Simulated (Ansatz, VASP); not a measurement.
# RuC4 in VASP and in Ansatz

INCAR

```
  PREC = Accurate
  ENCUT = 600
  EDIFF = 1E-7
  ISMEAR = 0
  SIGMA = 0.1
  LREAL = F
  LASPH = T
  NELM = 100
  ALGO = Normal
  ISIF = 3
  LWAVE = F
  LCHARG = F
  GGA = PE
  IBRION = 2
  NSW = 90
  EDIFFG = -0.04
```

KPOINTS

```
regular mesh
0
Gamma
  6 6 6
```

File POSCAR:

```
RuC4
1.0
   -2.8820279200      2.8820279200      1.7441171700
    2.8820279200     -2.8820279200      1.7441171700
    2.8820279200      2.8820279200     -1.7441171700
Ru C
1 4
Direct
    0.0000000000      0.0000000000      0.0000000000
    0.7928614200      0.6048670600      0.3977284700
    0.2071385800      0.3951329400      0.6022715300
    0.3951329400      0.7928614200      0.1879943600
    0.6048670600      0.2071385800      0.8120056400
```

Input for Ansatz:

```yaml
crystal:
  lattice:
    - [-2.88202792, 2.88202792, 1.74411717]
    - [2.88202792, -2.88202792, 1.74411717]
    - [2.88202792, 2.88202792, -1.74411717]
  atoms:
    - { symbol: Ru, position: [0.0, 0.0, 0.0] }
    - { symbol: C, position: [0.79286142, 0.60486706, 0.39772847] }
    - { symbol: C, position: [0.20713858, 0.39513294, 0.60227153] }
    - { symbol: C, position: [0.39513294, 0.79286142, 0.18799436] }
    - { symbol: C, position: [0.60486706, 0.20713858, 0.81200564] }
basis:
  ecutwfc: 420
kpoints:
  mp_grid: { grid: [6, 6, 6] }
hamiltonian:
  xc: pbe
scf:
  occupations: { method: gaussian, width: 0.1 }
  lower_state_search: "off"
output:
  forces: true
  stress: true
  eigenvalues: true
relax:
  adjacent_minimum: "off"
  f_tol: 0.04
  max_steps: 70
  cell: { stress_tol: 0.4 }
```

Change from the starting cell: species swapped into the TiAu4 type (I4/m, No. 87).

Alike in both runs: task relaxation of cell and atoms; functional PBE; k mesh 6 × 6 × 6; occupations gaussian, width 0.1 eV; no spin polarisation.

```csv
,VASP,Ansatz
version,VASP 6.6.1,Ansatz 0.2.0
potentials or method,"VASP PAW PBE potentials, release 64 (Ru_pv, C)","scalar-relativistic, plane waves, PAW"
plane-wave cutoff (eV),600,420
valence electrons in the cell,30,32
```

VASP gave:

* gap on the k mesh at the Fermi level, each at its own relaxed structure (eV): none
* relaxed volume (Å³/atom): 11.77
* relaxed cell length with the largest relative difference (Å): 5.035
* energy change over the relaxation (meV/atom): -2630

What did Ansatz give for the same quantities?

gap on the k mesh at the Fermi level, each at its own relaxed structure (eV): none; relaxed volume (Å³/atom): 11.80; relaxed cell length with the largest relative difference (Å): 5.045; energy change over the relaxation (meV/atom): -2641.

A gap of «none» marks a metal or a gap that the smearing closes. The two sets of potentials don't hold the same shells in valence.
